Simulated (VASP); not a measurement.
An input for Ansatz (written as the equivalent of a VASP run, and not itself run):

Ansatz 0.2 input:
```yaml
crystal:
  lattice:
    - [2.5189919, 0.0000000, 0.0000000]
    - [0.0000000, 2.5189919, 0.0000000]
    - [0.0000000, 0.0000000, 2.5189919]
  atoms:
    - { symbol: Cr, position: [0.0000000, 0.0000000, 0.0000000] }
    - { symbol: C, position: [0.5000000, 0.5000000, 0.5000000] }
kpoints:
  mp_grid: { grid: [13, 13, 13] }
hamiltonian:
  xc: pbe
  pseudopotentials: { kind: paw }
scf:
  occupations: { method: methfessel_paxton, width: 0.1 }
  max_iter: 100
relax:
  max_steps: 60
  f_tol: 0.01
  cell: {}
output: { forces: true, stress: true, eigenvalues: true }
```

**Question.** Write the VASP files for the same calculation (PBE).

**Answer.** One answer among several that fit: 
### KPOINTS
```
K-points
0
G
 13 13 13
```

### POSCAR
```
CrC
1
    2.5189918941    -0.0000000000     0.0000000000
    0.0000000000     2.5189918941     0.0000000000
   -0.0000000000    -0.0000000000     2.5189918941
Cr C
1 1
Direct
  0.0000000000   0.0000000000   0.0000000000
  0.5000000000   0.5000000000   0.5000000000
```

### INCAR
```
SYSTEM = CrC
PREC = Accurate; ENCUT = 520; LREAL = .False.
LASPH = .True.
EDIFF = 1E-6; NELM = 100; ALGO = Normal
LMAXMIX = 4
ISMEAR = 1; SIGMA = 0.1
GGA = PE
IBRION = 2; NSW = 60; ISIF = 3
EDIFFG = -0.01
LWAVE = .False.; LCHARG = .False.
```

POTCAR, in this order: Cr_pv C (PBE.64 set). Program: vasp_std.

Limits of the translation: each code has its own PAW files, so the cut-off isn't converted (ENCUT is set for VASP's; basis.ecutwfc is left out, and Ansatz then takes the one that its files recommend); Ansatz stops its SCF on the density residual and VASP on the energy change (EDIFF).

The structure was generated: CrC was put into the CsCl type type (Pm-3m), which need not be its known phase. This run relaxes it. Symmetry was kept, so distortions that lower it aren't found. The start is the result of an earlier pass.
